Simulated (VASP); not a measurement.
A cell of MnO (relaxed from the litharge structure, space group P4/nmm) near equilibrium:

```xyz
4
Lattice="3.8876 0.0000 0.0000 0.0000 3.8876 0.0000 0.0000 0.0000 2.9870" Properties=species:S:1:pos:R:3 pbc="T T T"
Mn     1.9438     0.0000     0.0946
Mn     0.0000     1.9438     2.8924
O      0.0000     0.0000     0.0000
O      1.9438     1.9438     0.0000
```
Starting moments (μB, in the order of the record's atoms Mn Mn O O): 3.2 3.2 0.1 0.1.

Computed with PBEsol GGA, VASP's PBE PAW potentials (set 64) (plane waves; VASP).

The moments were started parallel, and other spin orders were not tried in this run.

```csv
run,ΔE (meV/atom),σxx,σyy,σzz,"largest shear component, with its sign (GPa)",largest force (eV/Å),moment (μB)
as it is,0.0,2.17,2.17,0.02,0.00,0.072,7.12
after one change,-1.0,-0.59,-0.59,-0.12,0.00,0.084,7.20
```
Stress is in GPa, positive when the cell is compressed.

Problem. Which change was made?
A. biaxial strain of +0.5 % in the yz plane
B. atom 2 (Mn) moved by 0.025 Å along z
C. isotropic strain of +0.5 %

Solution. C, isotropic strain of +0.5 %

The structure was generated: MnO was put into the litharge type (P4/nmm), which need not be its known phase.
